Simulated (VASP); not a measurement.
Method: PBE GGA, VASP's PBE PAW potentials (set 64) (plane waves; VASP).

VASP ran on this input.

File KPOINTS:
```
Automatic mesh
0
Gamma
5 5 4
0 0 0
```

POSCAR:
```
PbO
1
    3.9800000000     0.0000000000     0.0000000000
    0.0000000000     3.9800000000     0.0000000000
    0.0000000000     0.0000000000     5.0200000000
Pb O
2 2
Direct
  0.5000000000   0.0000000000   0.7650000000
  0.0000000000   0.5000000000   0.2350000000
  0.5000000000   0.5000000000   0.0000000000
  0.0000000000   0.0000000000   0.0000000000
```

**INCAR**
```
SYSTEM = PbO
PREC = Accurate
ENCUT = 520
EDIFF = 1E-6
NELM = 100
ALGO = Normal
LREAL = .FALSE.
LASPH = .TRUE.
ISMEAR = 0
SIGMA = 0.05
GGA = PE
LMAXMIX = 4
LWAVE = .FALSE.
LCHARG = .FALSE.
ISIF = 2
```

POTCAR, in this order: Pb_d O (PBE.64 set). Program: vasp_std.

What VASP printed:

**OSZICAR**
```
       N       E                     dE             d eps       ncg     rms          rms(c)
DAV:   1     0.451441606343E+03    0.45144E+03   -0.20282E+04   864   0.199E+03
DAV:   2     0.356263367000E+02   -0.41582E+03   -0.40976E+03   896   0.494E+02
DAV:   3    -0.240002856643E+02   -0.59627E+02   -0.58855E+02  1200   0.197E+02
DAV:   4    -0.259767859851E+02   -0.19765E+01   -0.19744E+01   936   0.404E+01
DAV:   5    -0.260484446549E+02   -0.71659E-01   -0.71644E-01  1272   0.720E+00    0.124E+01
DAV:   6    -0.215896820637E+02    0.44588E+01   -0.35439E+01  1392   0.464E+01    0.528E+00
DAV:   7    -0.214387019325E+02    0.15098E+00   -0.31843E+00  1120   0.136E+01    0.255E+00
DAV:   8    -0.214533411070E+02   -0.14639E-01   -0.90108E-01  1288   0.700E+00    0.138E+00
DAV:   9    -0.214146823854E+02    0.38659E-01   -0.24428E-01  1352   0.414E+00    0.242E-01
DAV:  10    -0.214171301494E+02   -0.24478E-02   -0.19078E-02  1096   0.966E-01    0.118E-01
DAV:  11    -0.214168917084E+02    0.23844E-03   -0.40457E-03  1416   0.541E-01    0.516E-02
DAV:  12    -0.214169136272E+02   -0.21919E-04   -0.34485E-04   944   0.142E-01    0.512E-02
DAV:  13    -0.214168863937E+02    0.27234E-04   -0.33647E-04  1472   0.175E-01    0.135E-02
DAV:  14    -0.214168828002E+02    0.35935E-05   -0.61948E-05  1352   0.769E-02    0.347E-03
DAV:  15    -0.214168825135E+02    0.28671E-06   -0.42719E-06   896   0.211E-02
   1 F= -.21416883E+02 E0= -.21416883E+02  d E =-.387489E-12
```

File OUTCAR:
```
------------------------ aborting loop because EDIFF is reached ----------------------------------------
  FORCE on cell =-STRESS in cart. coord.  units (eV):
  Direction    XX          YY          ZZ          XY          YZ          ZX
  --------------------------------------------------------------------------------------
  Total        2.4929670      2.4929670      2.0619301      0.0000000      0.0000000      0.0000000
  in kB       50.2293144     50.2293144     41.5446081      0.0000000      0.0000000      0.0000000
  external PRESSURE =      47.3344123 kB  Pullay stress =       0.0000000 kB
  volume of cell :       79.52
      direct lattice vectors                 reciprocal lattice vectors
     3.980000000  0.000000000  0.000000000     0.251256281  0.000000000  0.000000000
     0.000000000  3.980000000  0.000000000     0.000000000  0.251256281  0.000000000
     0.000000000  0.000000000  5.020000000     0.000000000  0.000000000  0.199203187
 POSITION                                       TOTAL-FORCE (eV/Angst)
 -----------------------------------------------------------------------------------
      1.99000      0.00000      3.84030         0.000000      0.000000     -0.475599
      0.00000      1.99000      1.17970         0.000000      0.000000      0.475599
      1.99000      1.99000      0.00000         0.000000     -0.000000      0.000000
      0.00000      0.00000      0.00000         0.000000      0.000000      0.000000
 -----------------------------------------------------------------------------------
    total drift:                                0.000000      0.000000      0.000000
  FREE ENERGIE OF THE ION-ELECTRON SYSTEM (eV)
  ---------------------------------------------------
  free  energy   TOTEN  =       -21.4168825135 eV

  energy  without entropy=      -21.4168825135  energy(sigma->0) =      -21.41688251
```
(Selected blocks of OUTCAR.)

The compound is PbO in the litharge structure. The cell was not relaxed at this level.
